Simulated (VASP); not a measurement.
Computed with SCAN meta-GGA, VASP's PBE PAW potentials (set 64) (plane waves; VASP 6.6.1).

A VASP calculation is set up with these files.

File KPOINTS:
```
Regular mesh
0
gamma
  10 10 10
0 0 0
```

POSCAR:
```
BAs
4.780
  0.0000000000   0.5000000000   0.5000000000
  0.5000000000   0.0000000000   0.5000000000
  0.5000000000   0.5000000000   0.0000000000
B As
1 1
direct
  0.0000000000   0.0000000000   0.0000000000
  0.2500000000   0.2500000000   0.2500000000
```

INCAR:
```
SYSTEM = BAs
PREC = Accurate
ENCUT = 520
EDIFF = 1E-7
NELM = 100
ALGO = Normal
LREAL = .FALSE.
LASPH = .TRUE.
ISMEAR = 0
SIGMA = 0.05
METAGGA = SCAN
LMIXTAU = .TRUE.
LMAXMIX = 4
LWAVE = .FALSE.
LCHARG = .FALSE.
ISIF = 2
```

POTCAR, in this order: B As (PBE.64 set). Program: vasp_std.

Output of the run:

File OSZICAR:
```
       N       E                     dE             d eps       ncg     rms          rms(c)
DAV:   1    -0.311797360639E+01   -0.31180E+01   -0.40776E+03   752   0.913E+02
DAV:   2    -0.291042096959E+02   -0.25986E+02   -0.25056E+02  1168   0.111E+02
DAV:   3    -0.294669834893E+02   -0.36277E+00   -0.36277E+00   816   0.178E+01
DAV:   4    -0.294675612232E+02   -0.57773E-03   -0.57773E-03  1176   0.777E-01
DAV:   5    -0.294675613723E+02   -0.14902E-06   -0.14902E-06   808   0.878E-03    0.443E+00
DAV:   6    -0.279773075112E+02    0.14903E+01   -0.12287E+00   976   0.858E+00    0.257E+00
DAV:   7    -0.275235883429E+02    0.45372E+00   -0.39478E-01   872   0.679E+00    0.880E-01
DAV:   8    -0.278153997378E+02   -0.29181E+00   -0.20952E-01   752   0.617E+00    0.293E-01
DAV:   9    -0.278579565218E+02   -0.42557E-01   -0.18240E-01   752   0.654E+00    0.116E-01
DAV:  10    -0.278625238811E+02   -0.45674E-02   -0.19802E-02   896   0.243E+00    0.884E-02
DAV:  11    -0.278697205240E+02   -0.71966E-02   -0.13392E-02   752   0.161E+00    0.896E-02
DAV:  12    -0.278663897782E+02    0.33307E-02   -0.17921E-02   752   0.185E+00    0.268E-02
DAV:  13    -0.278658026470E+02    0.58713E-03   -0.14429E-03   752   0.522E-01    0.107E-02
DAV:  14    -0.278659503084E+02   -0.14766E-03   -0.38184E-04   856   0.314E-01    0.992E-03
DAV:  15    -0.278659503393E+02   -0.30948E-07   -0.20173E-05   904   0.694E-02    0.129E-02
DAV:  16    -0.278658930024E+02    0.57337E-04   -0.18736E-04   752   0.215E-01    0.325E-03
DAV:  17    -0.278658988713E+02   -0.58689E-05   -0.28962E-05   816   0.932E-02    0.252E-03
DAV:  18    -0.278659004718E+02   -0.16005E-05   -0.74750E-07   904   0.136E-02    0.145E-03
DAV:  19    -0.278659003014E+02    0.17041E-06   -0.11157E-06   784   0.161E-02    0.371E-04
DAV:  20    -0.278659005345E+02   -0.23302E-06   -0.41392E-07   752   0.937E-03    0.206E-04
DAV:  21    -0.278659006955E+02   -0.16103E-06   -0.20791E-08   376   0.216E-03    0.106E-04
DAV:  22    -0.278659005650E+02    0.13051E-06   -0.95103E-09   376   0.134E-03    0.116E-04
DAV:  23    -0.278659006536E+02   -0.88618E-07   -0.65995E-09   376   0.106E-03
   1 F= -.27865901E+02 E0= -.27865901E+02  d E =-.670757E-15
```

### OUTCAR
```
------------------------ aborting loop because EDIFF is reached ----------------------------------------
  FORCE on cell =-STRESS in cart. coord.  units (eV):
  Direction    XX          YY          ZZ          XY          YZ          ZX
  --------------------------------------------------------------------------------------
  Total       -0.0180434     -0.0180434     -0.0180434     -0.0000000     -0.0000000      0.0000000
  in kB       -1.0587784     -1.0587784     -1.0587784     -0.0000000     -0.0000000      0.0000000
  external PRESSURE =      -1.0587784 kB  Pullay stress =       0.0000000 kB
  volume of cell :       27.30
      direct lattice vectors                 reciprocal lattice vectors
     0.000000000  2.390000000  2.390000000    -0.209205021  0.209205021  0.209205021
     2.390000000  0.000000000  2.390000000     0.209205021 -0.209205021  0.209205021
     2.390000000  2.390000000  0.000000000     0.209205021  0.209205021 -0.209205021
  FREE ENERGIE OF THE ION-ELECTRON SYSTEM (eV)
  ---------------------------------------------------
  free  energy   TOTEN  =       -27.8659006536 eV

  energy  without entropy=      -27.8659006536  energy(sigma->0) =      -27.86590065
```
(Selected blocks of OUTCAR.)

The compound is BAs in the zinc blende structure. The cell was not relaxed at this level.
